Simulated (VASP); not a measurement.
The input files of a VASP run:

**POSCAR**
```
Pb
1
    0.0000000000     2.4750000000     2.4750000000
    2.4750000000     0.0000000000     2.4750000000
    2.4750000000     2.4750000000     0.0000000000
Pb
1
Direct
  0.0000000000   0.0000000000   0.0000000000
```

INCAR:
```
! general
SYSTEM  = Pb
PREC    = Accurate
ENCUT   = 480   ! plane-wave cut-off (eV)
LREAL   = .False.
LASPH   = .True.

! electronic loop
EDIFF   = 1E-6   ! SCF stop (eV)
NELM    = 100   ! most electronic steps
ALGO    = Normal   ! blocked Davidson
LMAXMIX = 4   ! l cut-off of mixed one-centre charges

! smearing
ISMEAR  = 1   ! Methfessel-Paxton
SIGMA   = 0.1   ! width (eV)

! functional
GGA     = PE   ! PBE

! ions
IBRION  = 2   ! conjugate gradients
NSW     = 60   ! most ionic steps
ISIF    = 3   ! ions, shape and volume
EDIFFG  = -0.01   ! ionic stop

! output
LWAVE   = .False.
LCHARG  = .False.
```

KPOINTS:
```
K-points
0
gamma
  11 11 11
0 0 0
```

POTCAR, in this order: Pb_d (PBE.64 set). Program: vasp_std.

Task: Translate this PBE calculation to Quantum ESPRESSO's pw.x.

Result: One equivalent input (not run):
```
&CONTROL
  calculation = 'vc-relax'
  pseudo_dir = './pseudo'
  outdir = './out'
  tprnfor = .true.
  tstress = .true.
  nstep = 60
  forc_conv_thr = 0.00039
/
&SYSTEM
  ibrav = 0
  nat = 1
  ntyp = 1
  ecutwfc = 62.5
  occupations = 'smearing'
  smearing = 'methfessel-paxton'
  degauss = 0.00735
  input_dft = 'pbe'
/
&ELECTRONS
  conv_thr = 7.3e-08
  electron_maxstep = 100
/
&IONS
/
&CELL
/
ATOMIC_SPECIES
  Pb 207.200 Pb.upf
CELL_PARAMETERS angstrom
     0.0000000    2.4750000    2.4750000
     2.4750000    0.0000000    2.4750000
     2.4750000    2.4750000    0.0000000
ATOMIC_POSITIONS crystal
  Pb   0.0000000  0.0000000  0.0000000
K_POINTS automatic
  11 11 11 0 0 0
```
Limits of the translation: the potentials are each code's own (VASP's PAW set, PseudoDojo norm-conserving files in pw.x), so ENCUT and ecutwfc are chosen apart and not converted; conv_thr bounds pw.x's estimated SCF error, while EDIFF bounds the energy change between steps; forc_conv_thr acts on force components and is met together with etot_conv_thr.

The compound is Pb in the fcc structure. This run relaxes it. Symmetry was kept, so distortions that lower it aren't found.
